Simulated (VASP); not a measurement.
Consider the following.

```xyz
2
Lattice="0.0000 2.9459 2.9459 2.9459 0.0000 2.9459 2.9459 2.9459 0.0000" Properties=species:S:1:pos:R:3 pbc="T T T"
Be     0.0000     0.0000     0.0000
Te     1.4730     1.4730     1.4730
```

Method: vdW-DF2, VASP's PBE PAW potentials (set 64) (plane waves; VASP). Settings: 520 eV cut-off, 8×8×8 Γ-centred mesh, Gaussian smearing of 0.050 eV, potentials Be Te.

Unless said otherwise, spin-orbit coupling is left out, though it shifts the bands of the heavy elements here.

Problem. Predict the energy per atom (σ→0), pressure, band gap (on the k-mesh) with the smallest direct gap where there is one.

Solution. 
The band gap (on the k-mesh) comes out as 2.44 eV, the smallest direct gap (on the k-mesh) comes out as 2.97 eV and the energy per atom (σ→0) is -2.317 eV/atom. The pressure comes out as -2.64 GPa.

The compound is BeTe in the zinc blende structure. This cell is one point of a volume scan, at 1.06 of the reference volume.
